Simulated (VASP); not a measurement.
Level of theory: PBEsol GGA, VASP's PBE PAW potentials (set 64) (plane waves; VASP).

VASP ran on this input.

INCAR:
```
ALGO = Normal
EDIFF = 1E-6
EDIFFG = -0.02
ENCUT = 500
GGA = PS
IBRION = 2
ISIF = 3
ISMEAR = 0
LASPH = T
LCHARG = F
LREAL = F
LWAVE = F
NELM = 100
NSW = 40
PREC = Accurate
PSTRESS = 100
SIGMA = 0.05
SYSTEM = Si
```

**KPOINTS**
```
Automatic mesh
0
Gamma
 9 9 9
0 0 0
```

File POSCAR:
```
Si
1
    0.0000000000     2.6749108493     2.6749108493
    2.6749108493     0.0000000000     2.6749108493
    2.6749108493     2.6749108493     0.0000000000
Si
2
Direct
  0.0000000000   0.0000000000   0.0000000000
  0.2500000000   0.2500000000   0.2500000000
```

POTCAR, in this order: Si (PBE.64 set). Program: vasp_std.

Energy and stress use the plane-wave basis of the starting cell.

**Question.** What does the run give for the energy per atom (σ→0), volume per atom?

**Answer.** 
```json
{
  "energy per atom (σ→0)": "-5.697 eV/atom",
  "volume_per_atom": "18.38 Å³/atom"
}
```

### OSZICAR
```
...
       N       E                     dE             d eps       ncg     rms          rms(c)
DAV:   1    -0.114077527746E+02   -0.15696E+00   -0.47677E-01   680   0.400E+00    0.696E-01
DAV:   2    -0.113985174708E+02    0.92353E-02   -0.88519E-03   688   0.651E-01    0.430E-01
DAV:   3    -0.113940691192E+02    0.44484E-02   -0.10264E-02   640   0.518E-01    0.120E-01
DAV:   4    -0.113940633838E+02    0.57354E-05   -0.11004E-04   768   0.952E-02    0.101E-01
DAV:   5    -0.113940349838E+02    0.28400E-04   -0.10138E-05   656   0.253E-02    0.140E-02
DAV:   6    -0.113940354215E+02   -0.43777E-06   -0.19191E-07   408   0.421E-03
   3 F= -.90994255E+01 E0= -.90994255E+01  d E =-.248692E-01
```

The compound is Si in the diamond structure. This run relaxes it under an external pressure of 10 GPa. Symmetry was kept, so distortions that lower it aren't found.
